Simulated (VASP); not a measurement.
A convergence study with VASP on Ba (bcc): a few settings are varied, all else stays as given below, so the limit is that of these other settings. The cell's lengths are 1 % over those of the tabulated start, so it is off equilibrium.

```
CELL_PARAMETERS angstrom
     -2.53510     2.53510     2.53510
      2.53510    -2.53510     2.53510
      2.53510     2.53510    -2.53510
ATOMIC_POSITIONS crystal
  Ba 0.00000 0.00000 0.00000
```

Computed with PBE GGA, VASP's PBE PAW potentials (set 64) (plane waves; VASP). The last row used: LREAL = Auto, 600 eV cut-off, 8×8×8 Γ-centred mesh, first-order Methfessel-Paxton smearing of 0.10 eV, potentials Ba_sv.

```csv
setting,E (eV/atom),pressure (GPa),plane waves
"ENCUT = 300, LREAL = .FALSE., PREC = Normal",-1.9109,-0.28,784
"ENCUT = 400, LREAL = .FALSE., PREC = Normal",-1.9107,-0.28,1205
"ENCUT = 500, LREAL = .FALSE., PREC = Normal",-1.9107,-0.27,1686
"ENCUT = 600, LREAL = .FALSE., PREC = Normal",-1.9108,-0.27,2214
"ENCUT = 500, LREAL = .FALSE., PREC = Accurate",-1.9107,-0.27,1686
"ENCUT = 600, LREAL = .FALSE., PREC = Accurate",-1.9108,-0.27,2214
"ENCUT = 300, LREAL = Auto, PREC = Normal",-1.9109,-0.29,784
"ENCUT = 400, LREAL = Auto, PREC = Normal",-1.9106,-0.28,1205
"ENCUT = 500, LREAL = Auto, PREC = Normal",-1.9108,-0.29,1686
"ENCUT = 600, LREAL = Auto, PREC = Normal",-1.9108,-0.28,2214
"ENCUT = 300, LREAL = Auto, PREC = Accurate",-1.9109,-0.28,784
"ENCUT = 400, LREAL = Auto, PREC = Accurate",-1.9106,-0.28,1205
"ENCUT = 500, LREAL = Auto, PREC = Accurate",-1.9106,-0.27,1686
"ENCUT = 600, LREAL = Auto, PREC = Accurate",-1.9107,-0.29,2214
```

Left out are rungs that failed or repeat a setting and relaxations that didn't move; long series are thinned to 24 rows.

The compound is Ba in the bcc structure. The cell was not relaxed at this level.
